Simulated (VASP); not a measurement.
Given:

```xyz
8
Lattice="-0.0018 4.4851 4.4777 4.4851 -0.0018 4.4777 2.2417 2.2417 0.0000" Properties=species:S:1:pos:R:3 pbc="T T T"
Sc     2.2399     6.7268     4.4777
N      2.2417     2.2417     2.2443
N      4.4742     2.2509     4.4777
N      2.2509     4.4742     4.4777
N      4.4834     4.4834     6.7111
Hf     4.4825     6.7259     6.7165
Hf     2.2408     4.4842     2.2388
Hf     4.4834     4.4834     4.4777
```

Computed with PBEsol GGA, VASP's PBE PAW potentials (set 64) (plane waves; VASP). Numerical set-up: 520 eV cut-off, 7×7×13 Γ-centred mesh, tetrahedra with Blöchl corrections, potentials Sc_sv N Hf_pv.

Unless said otherwise, spin-orbit coupling is left out, though it shifts the bands of the heavy elements here.

**Question.** What does the run give for the energy per atom (σ→0), band gap (on the k-mesh) with the smallest direct gap where there is one?

**Answer.** 
- band gap (on the k-mesh) = none (metal, semimetal or under 0.01 eV)
- energy per atom (σ→0) = -11.090 eV/atom

Only differences to runs with the same potentials and settings are physical.

The structure was generated: Hf3ScN4 was put into an ordered model structure (Cmmm), which need not be its known phase. It was relaxed first. The electron count is odd and the run is not spin-polarised, which forces a metal.
